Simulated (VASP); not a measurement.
```yaml
crystal:
  lattice:
    - [0.00000, 2.49103, 2.49103]
    - [2.49103, 0.00000, 2.49103]
    - [2.49103, 2.49103, 0.00000]
  atoms:
    - { symbol: Hf, position: [0.00000, 0.00000, 0.00000] }
    - { symbol: O, position: [0.25000, 0.25000, 0.25000] }
    - { symbol: O, position: [0.75000, 0.75000, 0.75000] }
```

The numbers are results of LDA (Ceperley-Alder, Perdew-Zunger), VASP's LDA PAW potentials (set 64) (plane waves; VASP), not measurements. Run with 520 eV cut-off, 10×10×10 Γ-centred mesh, Gaussian smearing of 0.010 eV, potentials Hf_pv O.

Unless said otherwise, spin-orbit coupling is left out, though it shifts the bands of the heavy elements here.

Problem. What does the run give for the energy per atom (σ→0), band gap (on the k-mesh) with the smallest direct gap where there is one?

Solution. 
```
Quantity                                      Result
-----------------------------------  ---------------
band gap (on the k-mesh)                     3.73 eV
smallest direct gap (on the k-mesh)          3.73 eV
energy per atom (σ→0)                -11.024 eV/atom
```

Only differences to runs with the same potentials and settings are physical.

The compound is HfO2 in the fluorite structure, the high-temperature cubic form, which is unstable at 0 K; the monoclinic form is the stable one. It was relaxed first, which changed the volume by -6 %.
